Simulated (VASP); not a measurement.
# YI (P-3m1) in VASP: single point with LDA

Aim: the single point of YI with LDA.

Program: VASP 6.6.1. These are calculated values, not measurements. Logs are shortened: lines on timing, memory, paths and dates and some standing lists are left out, and cuts for length are marked.

## Step 1: Starting point

The structure is trigonal, space group P-3m1 (No. 164). The conventional cell has a = 3.956 Å, b = 3.956 Å, c = 11.079 Å, α = 90.00°, β = 90.00°, γ = 120.00°. Y (site symmetry 3m) has 3 I at 3.13 Å as nearest neighbours. Around I (site symmetry 3m) lie 3 Y at 3.13 Å.

The cell comes from a database or a generator and needn't be the stable form of this composition.

## Step 2: Single point, LDA, collinear spin, typed start

INCAR

```
SYSTEM = YI
ALGO     = Normal         ! electronic algorithm
EDIFF    = 1E-7           ! SCF threshold, eV
ENCUT    = 520            ! plane-wave cutoff, eV
GGA      = CA             ! functional
ISIF     = 2              ! what is computed and relaxed
ISMEAR   = -1             ! smearing method
ISPIN    = 2              ! spin polarisation
LASPH    = .TRUE.         ! aspherical terms in the spheres
LCHARG   = .FALSE.        ! write CHGCAR
LMAXMIX  = 4              ! l up to which the mixer works
LORBIT   = 11             ! projections on sites
LREAL    = .FALSE.        ! projectors in reciprocal space
LWAVE    = .FALSE.        ! write WAVECAR
MAGMOM   = 0.6 0.6 0 0    ! initial moments
NBANDS   = 30             ! bands
NELM     = 150            ! most SCF steps
PREC     = Accurate       ! precision mode
SIGMA    = 0.05           ! smearing width, eV
```

KPOINTS

```
k-points
0
G
  7 7 2
  0 0 0
```

POSCAR

```
YI
1.0
    3.9559735753      0.0000000000      0.0000000000
   -1.9779867876      3.4259736129      0.0000000000
    0.0000000000      0.0000000000     11.0794760000
Y I
2 2
Direct
    0.6666666667      0.3333333333      0.6267270000
    0.3333333333      0.6666666667      0.3732730000
    0.3333333333      0.6666666667      0.8199750000
    0.6666666667      0.3333333333      0.1800250000
```

Potentials or basis: VASP PAW LDA potentials, release 64 (Y_sv, I).

Command:

```bash
$ cat potpaw_LDA.64/Y_sv/POTCAR potpaw_LDA.64/I/POTCAR > POTCAR
$ mpirun -np 1 vasp_std > vasp.out
```

OUTCAR:

```text
SYSTEM = YI
   EDIFF = 1E-7
   ENCUT = 520
   GGA = CA
   ISIF = 2
   ISMEAR = -1
   ISPIN = 2
   LASPH = .TRUE.
   LORBIT = 11
   LREAL = .FALSE.
   NELM = 150
   PREC = Accurate

 ion  position               nearest neighbor table
   1  0.667  0.333  0.627-   3 3.13   3 3.13   3 3.13   2 3.62   2 3.62   2 3.62
   2  0.333  0.667  0.373-   4 3.13   4 3.13   4 3.13   1 3.62   1 3.62   1 3.62
   3  0.333  0.667  0.820-   1 3.13   1 3.13   1 3.13
   4  0.667  0.333  0.180-   2 3.13   2 3.13   2 3.13

  LATTYP: Found a hexagonal cell.
 ALAT       =     3.9559735753
 C/A-ratio  =     2.8006951485

  Lattice vectors:

 A1 = (   3.9559735753,   0.0000000000,   0.0000000000)
 A2 = (  -1.9779867876,   3.4259736129,   0.0000000000)
 A3 = (   0.0000000000,   0.0000000000,  11.0794760000)

Analysis of symmetry for initial positions (statically):
=====================================================================
 Subroutine PRICEL returns:
 Original cell was already a primitive cell.

 Routine SETGRP: Setting up the symmetry group for a
 hexagonal supercell.

 Subroutine GETGRP returns: Found 12 space group operations
 (whereof 12 operations were pure point group operations)
 out of a pool of 24 trial point group operations.

The static configuration has the point symmetry D_3d.

Analysis of symmetry for dynamics (positions and initial velocities):
=====================================================================
 Subroutine PRICEL returns:
 Original cell was already a primitive cell.

 Routine SETGRP: Setting up the symmetry group for a
 hexagonal supercell.

 Subroutine GETGRP returns: Found 12 space group operations
 (whereof 12 operations were pure point group operations)
 out of a pool of 24 trial point group operations.

The dynamic configuration has the point symmetry D_3d.

Analysis of structural, dynamic, and magnetic symmetry:
=====================================================================
 Subroutine PRICEL returns:
 Original cell was already a primitive cell.

 Routine SETGRP: Setting up the symmetry group for a
 hexagonal supercell.

 Subroutine GETGRP returns: Found 12 space group operations
 (whereof 12 operations were pure point group operations)
 out of a pool of 24 trial point group operations.

The overall configuration has the point symmetry D_3d.

 Subroutine INISYM returns: Found 12 space group operations
 (whereof 12 operations are pure point group operations),
 and found     1 'primitive' translations

----------------------------------------------------------------------------------------

                                     Primitive cell

  volume of cell :     150.1608

  direct lattice vectors                    reciprocal lattice vectors
     3.955973575  0.000000000  0.000000000     0.252782275  0.145943914  0.000000000
    -1.977986788  3.425973613  0.000000000     0.000000000  0.291887829  0.000000000
     0.000000000  0.000000000 11.079476000     0.000000000  0.000000000  0.090256976

  length of vectors
     3.955973575  3.955973575 11.079476000     0.291887829  0.291887829  0.090256976

  position of ions in fractional coordinates (direct lattice)
     0.666666667  0.333333333  0.626727000
     0.333333333  0.666666667  0.373273000
     0.333333333  0.666666667  0.819975000
     0.666666667  0.333333333  0.180025000

  ion indices of the primitive-cell ions
   primitive index   ion index
                 1           1
                 2           2
                 3           3
                 4           4

----------------------------------------------------------------------------------------

 KPOINTS: k-points

Automatic generation of k-mesh.
 Grid dimensions read from file:
 generate k-points for:    7    7    2

 Generating k-lattice:

  Cartesian coordinates                     Fractional coordinates (reciprocal lattice)
     0.036111754  0.020849131  0.000000000     0.142857143  0.000000000  0.000000000
     0.000000000  0.041698261  0.000000000     0.000000000  0.142857143  0.000000000
     0.000000000  0.000000000  0.045128488     0.000000000  0.000000000  0.500000000

  Length of vectors
     0.041698261  0.041698261  0.045128488

  Shift w.r.t. Gamma in fractional coordinates (k-lattice)
     0.000000000  0.000000000  0.000000000

 Subroutine IBZKPT returns following result:
 ===========================================

 Found     16 irreducible k-points:

 Following reciprocal coordinates:
            Coordinates               Weight
  0.000000  0.000000  0.000000      1.000000
  0.142857  0.000000  0.000000      6.000000
  0.285714  0.000000  0.000000      6.000000
  0.428571  0.000000  0.000000      6.000000
  0.142857  0.142857  0.000000      6.000000
  0.285714  0.142857  0.000000     12.000000
[... 8 lines left out ...]
  0.428571  0.142857  0.500000      6.000000
  0.285714  0.285714  0.500000      6.000000
   k-points           NKPTS =     16   k-points in BZ     NKDIM =     16   number of bands    NBANDS=     30
   number of dos      NEDOS =    301   number of ions     NIONS =      4
   total plane-waves  NPLWV =  75600
   dimension x,y,z NGX =    30 NGY =   30 NGZ =   84
   dimension x,y,z NGXF=    60 NGYF=   60 NGZF=  168
   ions per type =               2   2
   NGX,Y,Z   is equivalent  to a cutoff of  12.61, 12.61, 12.60 a.u.
   NGXF,Y,Z  is equivalent  to a cutoff of  25.21, 25.21, 25.21 a.u.
 SYSTEM =  YI
   PREC   = accura    normal or accurate (medium, high low for compatibility)
   ISTART =      0    job   : 0-new  1-cont  2-samecut
   ICHARG =      2    charge: 1-file 2-atom 10-const
   ISPIN  =      2    spin polarized calculation?
   LNONCOLLINEAR =      F non collinear calculations
   LSORBIT =      F    spin-orbit coupling
   LASPH  =      T    aspherical Exc in radial PAW
   ENCUT  =  520.0 eV  38.22 Ry    6.18 a.u.   7.36  7.36 20.60*2*pi/ulx,y,z
   NELM   =    150;   NELMIN=  2; NELMDL= -5     # of ELM steps
   EDIFF  = 0.1E-06   stopping-criterion for ELM
   LREAL  =      F    real-space projection
   EDIFFG = 0.1E-05   stopping-criterion for IOM
   NSW    =      0    number of steps for IOM
   IBRION =     -1    ionic relax: 0-MD 1-quasi-New 2-CG
   NFREE  =      0    steps in history (QN), initial steepest desc. (CG)
   ISIF   =      2    stress and relaxation
   ISYM   =      2    0-nonsym 1-usesym 2-fastsym
   POTIM  = 0.5000    time-step for ionic-motion
   TEBEG  =    0.0;   TEEND  =   0.0 temperature during run
   PSTRESS=    0.0 pullay stress
   NELECT =      36.0000    total number of electrons
   NUPDOWN=      -1.0000    fix difference up-down
   EMIN   =  10.00;   EMAX   =-10.00  energy-range for DOS
   EFERMI =   0.00;   METHOD = LEGACY
   ISMEAR =    -1;   SIGMA  =   0.05  broadening in eV -4-tet -1-fermi 0-gaus
   EFERMI_NEDOS =   21; number of points for ismear=-14 and -15
   IALGO  =     38    algorithm
   IMIX   =      4    mixing-type and parameters
     AMIX     =   0.40;   BMIX     =  1.00
     AMIX_MAG =   1.60;   BMIX_MAG =  1.00
  volume/ion in A,a.u.               =      37.54       253.33
  Fermi-wavevector in a.u.,A,eV,Ry     =   1.017006  1.921862 14.072519  1.034301
  Thomas-Fermi vector in A             =   2.150382
   LORBIT       =     11    0 simple, 1 ext, 2 COOP (PROOUT), +10 PAW based schemes
   GGA     = CA    functional components
   LHFCALC =     F    Hartree Fock is set to
   AEXX    =    0.0000 exact exchange contribution
   IVDW    =     0    specifies the selected vdW correction
   LEPSILON=     F    determine dielectric tensor
   LRPA    =     F    only Hartree local field effects (RPA)
 spin polarized calculation
  energy-cutoff  :      520.00
  volume of cell :      150.16
 maximum number of plane-waves:      4103
 NGX is ok and might be reduce to    30
   NGX = 15   NGY = 15   NGZ = 41

 number of electron      36.0000003 magnetization       0.8616843

 Free energy of the ion-electron system (eV)
  ---------------------------------------------------
  ext. energy  EPLUGINS =         0.00000000
  ---------------------------------------------------
  free energy    TOTEN  =       -21.29540603 eV

  energy without entropy =      -21.25630856  energy(sigma->0) =      -21.27585729

 E-fermi :   3.5714     XC(G=0):  -8.8833

 val. band max:        3.5704841054   @ k =   0.2857   0.1429   0.5000
 cond. band min:       3.5758856743   @ k =   0.4286   0.1429   0.0000
 fundamental gap:      0.0054015688
 Fermi energy:         3.5713543731

 spin component 1

 k-point     1 :       0.0000    0.0000    0.0000
  band No.  band energies     occupation
      1     -39.3877      1.00000
      2     -39.3597      1.00000
      3     -19.5999      1.00000
      4     -19.4311      1.00000
      5     -19.4311      1.00000
      6     -19.3851      1.00000
[... 517 lines left out ...]
     29       8.8344      0.00000
     30       9.3202      0.00000
 Fermi energy:         3.5713543731

 spin component 2

 k-point     1 :       0.0000    0.0000    0.0000
  band No.  band energies     occupation
      1     -39.2894      1.00000
      2     -39.2621      1.00000
      3     -19.4652      1.00000
      4     -19.3179      1.00000
      5     -19.3179      1.00000
      6     -19.2734      1.00000
[... 517 lines left out ...]
     29       8.9656      0.00000
     30       9.4684      0.00000

------------------------ aborting loop because EDIFF is reached ----------------------------------------

  FORCE on cell =-STRESS in cart. coord.  units (eV):
  Direction    XX          YY          ZZ          XY          YZ          ZX
  --------------------------------------------------------------------------------------
  -------------------------------------------------------------------------------------
  Total       -2.9592977     -2.9592977     -2.8629106     -0.0000000      0.0000000     -0.0000000
  in kB      -31.5749465    -31.5749465    -30.5465212     -0.0000000      0.0000000     -0.0000000
  external PRESSURE =     -31.2321381 kB  Pullay stress =       0.0000000 kB

 VOLUME and BASIS-vectors are now :
 -----------------------------------------------------------------------------
  energy-cutoff  :      520.00
  volume of cell :      150.16
      direct lattice vectors                 reciprocal lattice vectors
     3.955973575  0.000000000  0.000000000     0.252782275  0.145943914  0.000000000
    -1.977986788  3.425973613  0.000000000     0.000000000  0.291887829  0.000000000
     0.000000000  0.000000000 11.079476000     0.000000000  0.000000000  0.090256976

 POSITION                                       TOTAL-FORCE (eV/Angst)
 -----------------------------------------------------------------------------------
      1.97799      1.14199      6.94381        -0.000000      0.000000      0.262293
     -0.00000      2.28398      4.13567         0.000000      0.000000     -0.262293
     -0.00000      2.28398      9.08489        -0.000000     -0.000000     -0.369148
      1.97799      1.14199      1.99458         0.000000      0.000000      0.369148
 -----------------------------------------------------------------------------------
    total drift:                               -0.000000      0.000000      0.000000

  FREE ENERGIE OF THE ION-ELECTRON SYSTEM (eV)
  ---------------------------------------------------
  free  energy   TOTEN  =       -21.2954060290 eV

  energy  without entropy=      -21.2563085558  energy(sigma->0) =      -21.27585729

 total charge

# of ion       s       p       d       f       tot
--------------------------------------------------
    1        2.214   6.250   0.879   0.017   9.361
    2        2.214   6.250   0.879   0.017   9.361
    3        1.513   2.791   0.022   0.000   4.326
    4        1.513   2.791   0.022   0.000   4.326
--------------------------------------------------
tot          7.455  18.080   1.803   0.035  27.373

 magnetization (x)

# of ion       s       p       d       f       tot
--------------------------------------------------
    1        0.008   0.035   0.200   0.001   0.245
    2        0.008   0.035   0.200   0.001   0.245
    3       -0.000   0.006   0.002   0.000   0.008
    4       -0.000   0.006   0.002   0.000   0.008
--------------------------------------------------
tot          0.017   0.081   0.404   0.003   0.505
```

It took 1.9 min on 1 thread of AMD EPYC 9R45 (Zen 5), shared host; peak memory 0.27 GiB.

Results:

```
Free energy                                           : -21.2954 eV
Pressure                                              : -3.1 GPa
Largest force                                         : 0.369 eV/Å
Band gap on the k mesh                                : none (metal or under the smearing width)
Net moment                                            : 0.86 μB per cell
Site moments                                          : Y +0.24; I +0.01 μB
Valence electrons inside the program's atomic spheres : Y 9.36; I 4.33
```

Forces on the atoms (eV/Å):
```
Y    0.000  0.000  0.262
Y    0.000  0.000 -0.262
I    0.000  0.000 -0.369
I    0.000  0.000  0.369
```

Stress tensor (GPa, compression positive):
```
-3.16  0.00  0.00
 0.00 -3.16  0.00
 0.00  0.00 -3.05
```
